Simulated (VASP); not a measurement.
Nb2SiO2:

```xyz
10
Lattice="3.1001 0.0000 0.0000 -1.5501 2.6848 0.0000 0.0000 0.0000 16.1670" Properties=species:S:1:pos:R:3 pbc="T T T"
Nb    1.5501    0.8949    5.9520
Nb    0.0000    1.7899   10.2150
Nb    1.5501    0.8949    2.1315
Nb    0.0000    1.7899   14.0355
Si    0.0000    1.7899    4.0418
Si    1.5501    0.8949   12.1253
O     0.0000    1.7899    6.9720
O     1.5501    0.8949    9.1950
O     0.0000    1.7899    1.1115
O     1.5501    0.8949   15.0555
```

The cell was built by a generator and needn't be a form met in nature.

* Program: VASP 6.6.1
* Task: relaxation of cell and atoms
* Functional: PBE
* Potentials or basis: VASP PAW PBE potentials, release 64 (Nb_sv, Si, O)
* Cutoff: 520 eV
* k mesh: 12 × 12 × 2
* Occupations: gaussian, width 0.1 eV
* Spin: no spin polarisation

At the start: pressure 7.1 GPa; volume 13.46 Å³/atom.

Q: How do energy, volume and symmetry change on relaxing?

A: Over 23 steps the energy falls by 54.7 meV/atom and the volume is 14.38 Å³/atom (+6.9 %); space group P6_3/mmc (No. 194, to 0.05 Å).

Step by step:
```tsv
step	energy change (eV)	largest force (eV/Å)	pressure (GPa)	volume (Å³)
1	0.0000	0.8534	7.06	134.56
2	0.0400	1.2704	-11.33	146.35
3	-0.2175	0.2419	-2.63	140.05
4	-0.4043	0.1658	-1.42	139.28
5	-0.4527	0.4163	0.02	138.43
6	-0.4530	0.3989	-0.12	138.51
7	-0.4710	0.3055	-0.13	138.21
8	-0.4711	0.3232	-0.11	138.19
9	-0.4866	0.1559	1.38	137.81
10	-0.4896	0.0677	2.34	137.57
11	-0.4966	0.0542	2.14	137.92
12	-0.5141	0.0579	1.54	138.98
13	-0.5356	0.0808	0.44	141.11
14	-0.5331	0.2143	-1.49	145.43
15	-0.5413	0.1289	-0.49	143.12
16	-0.5446	0.0230	0.06	143.30
17	-0.5448	0.0419	0.22	143.36
18	-0.5461	0.0262	0.03	143.61
19	-0.5468	0.0189	-0.28	144.02
20	-0.5471	0.0225	0.04	143.82
21	-0.5471	0.0232	0.02	143.84
22	-0.5471	0.0229	0.01	143.84
23	-0.5472	0.0041	-0.02	143.84
```

Final structure:
```
CELL_PARAMETERS angstrom
3.01973 0.00000 0.00000
-1.50987 2.61517 0.00000
0.00000 0.00000 18.21385
ATOMIC_POSITIONS crystal
Nb 0.66667 0.33333 0.36196
Nb 0.33333 0.66667 0.63804
Nb 0.66667 0.33333 0.13804
Nb 0.33333 0.66667 0.86196
Si 0.33333 0.66667 0.25000
Si 0.66667 0.33333 0.75000
O 0.33333 0.66667 0.42444
O 0.66667 0.33333 0.57556
O 0.33333 0.66667 0.07556
O 0.66667 0.33333 0.92444
```
